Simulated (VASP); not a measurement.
Input:

```
CELL_PARAMETERS angstrom
     -2.64000     2.64000     2.64000
      2.64000    -2.64000     2.64000
      2.64000     2.64000    -2.64000
ATOMIC_POSITIONS crystal
  K  0.00000 0.00000 0.00000
```

The numbers are results of LDA (Ceperley-Alder, Perdew-Zunger), VASP's LDA PAW potentials (set 64) (plane waves; VASP 6.6.1), not measurements. Run with 400 eV cut-off, 9×9×9 Γ-centred mesh, first-order Methfessel-Paxton smearing of 0.10 eV, potentials K_sv.

Energy and stress use the plane-wave basis of the starting cell.

Task: The ions, cell shape and volume are relaxed. Give the cell that the relaxation ends in.

Result: 
```
CELL_PARAMETERS angstrom
     -2.52071     2.52071     2.52071
      2.52071    -2.52071     2.52071
      2.52071     2.52071    -2.52071
ATOMIC_POSITIONS crystal
  K  0.00000 0.00000 0.00000
```
Space group Im-3m (229), at a tolerance of 0.03 Å.

Task: How do energy and volume change from the first to the last step?

Result: The energy (σ→0) changes by -16.4 meV/atom and the volume by -13.0 %, in 5 ionic steps.

The compound is K in the bcc structure. This run relaxes it. Symmetry was kept, so distortions that lower it aren't found.
